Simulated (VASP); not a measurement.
Here is the system:

```xyz
2
Lattice="0.0000 2.6038 2.6038 2.6038 0.0000 2.6038 2.6038 2.6038 0.0000" Properties=species:S:1:pos:R:3 pbc="T T T"
Be     0.0000     0.0000     0.0000
Se     1.3019     1.3019     1.3019
```

Method: G0W0 on PBE orbitals, VASP's PBE PAW potentials (set 64) (plane waves; VASP). Numerical set-up: PREC = Normal, 500 eV cut-off, 4×4×4 Γ-centred mesh, Gaussian smearing of 0.010 eV, potentials Be_sv_GW Se_GW.

The mesh is coarse and the basis finite, so the quasiparticle values are not converged.

NBANDS = 160, ENCUTGW = 200 eV, NOMEGA = 64. The PBE levels (eV) that the step starts from are:

| state | KS energy | filling |
|---|---|---|
| k1 (0.00, 0.00, 0.00), band 2 | -10.64 | 2 |
| k1 (0.00, 0.00, 0.00), band 3 | 2.90 | 2 |
| k1 (0.00, 0.00, 0.00), band 4 | 2.90 | 2 |
| k1 (0.00, 0.00, 0.00), band 5 | 2.90 | 2 |
| k1 (0.00, 0.00, 0.00), band 6 | 7.04 | 0 |
| k1 (0.00, 0.00, 0.00), band 7 | 7.88 | 0 |
| k1 (0.00, 0.00, 0.00), band 8 | 7.88 | 0 |
| k1 (0.00, 0.00, 0.00), band 9 | 7.88 | 0 |
| k3 (0.50, 0.00, 0.00), band 2 | -9.40 | 2 |
| k3 (0.50, 0.00, 0.00), band 3 | -2.55 | 2 |
| k3 (0.50, 0.00, 0.00), band 4 | 1.87 | 2 |
| k3 (0.50, 0.00, 0.00), band 5 | 1.87 | 2 |
| k3 (0.50, 0.00, 0.00), band 6 | 7.16 | 0 |
| k3 (0.50, 0.00, 0.00), band 7 | 8.84 | 0 |
| k3 (0.50, 0.00, 0.00), band 8 | 8.84 | 0 |
| k3 (0.50, 0.00, 0.00), band 9 | 12.79 | 0 |
| k4 (0.25, 0.25, 0.00), band 2 | -9.93 | 2 |
| k4 (0.25, 0.25, 0.00), band 3 | 0.07 | 2 |
| k4 (0.25, 0.25, 0.00), band 4 | 1.34 | 2 |
| k4 (0.25, 0.25, 0.00), band 5 | 1.34 | 2 |
| k4 (0.25, 0.25, 0.00), band 6 | 6.68 | 0 |
| k4 (0.25, 0.25, 0.00), band 7 | 8.65 | 0 |
| k4 (0.25, 0.25, 0.00), band 8 | 10.75 | 0 |
| k4 (0.25, 0.25, 0.00), band 9 | 10.75 | 0 |

Q: Give the quasiparticle energies and renormalisation factors Z.

A: 
| state | QP energy (eV) | Z |
|---|---|---|
| k1 (0.00, 0.00, 0.00), band 2 | -12.05 | 0.74 |
| k1 (0.00, 0.00, 0.00), band 3 | 1.86 | 0.79 |
| k1 (0.00, 0.00, 0.00), band 4 | 1.86 | 0.79 |
| k1 (0.00, 0.00, 0.00), band 5 | 1.86 | 0.79 |
| k1 (0.00, 0.00, 0.00), band 6 | 7.56 | 0.80 |
| k1 (0.00, 0.00, 0.00), band 7 | 8.41 | 0.79 |
| k1 (0.00, 0.00, 0.00), band 8 | 8.41 | 0.79 |
| k1 (0.00, 0.00, 0.00), band 9 | 8.41 | 0.79 |
| k3 (0.50, 0.00, 0.00), band 2 | -10.64 | 0.74 |
| k3 (0.50, 0.00, 0.00), band 3 | -3.94 | 0.76 |
| k3 (0.50, 0.00, 0.00), band 4 | 0.78 | 0.79 |
| k3 (0.50, 0.00, 0.00), band 5 | 0.78 | 0.79 |
| k3 (0.50, 0.00, 0.00), band 6 | 7.60 | 0.80 |
| k3 (0.50, 0.00, 0.00), band 7 | 9.33 | 0.79 |
| k3 (0.50, 0.00, 0.00), band 8 | 9.33 | 0.79 |
| k3 (0.50, 0.00, 0.00), band 9 | 13.09 | 0.79 |
| k4 (0.25, 0.25, 0.00), band 2 | -11.25 | 0.75 |
| k4 (0.25, 0.25, 0.00), band 3 | -1.12 | 0.78 |
| k4 (0.25, 0.25, 0.00), band 4 | 0.22 | 0.79 |
| k4 (0.25, 0.25, 0.00), band 5 | 0.22 | 0.79 |
| k4 (0.25, 0.25, 0.00), band 6 | 7.05 | 0.80 |
| k4 (0.25, 0.25, 0.00), band 7 | 9.06 | 0.80 |
| k4 (0.25, 0.25, 0.00), band 8 | 11.37 | 0.78 |
| k4 (0.25, 0.25, 0.00), band 9 | 11.37 | 0.78 |
On the mesh the gap opens from 2.68 to 3.97 eV.

The compound is BeSe in the zinc blende structure. This cell is one point of a volume scan, at 1.04 of the reference volume. The k-mesh is coarse (spacing up to 0.52 per Å, 2π included), so the numbers may not be converged in it.
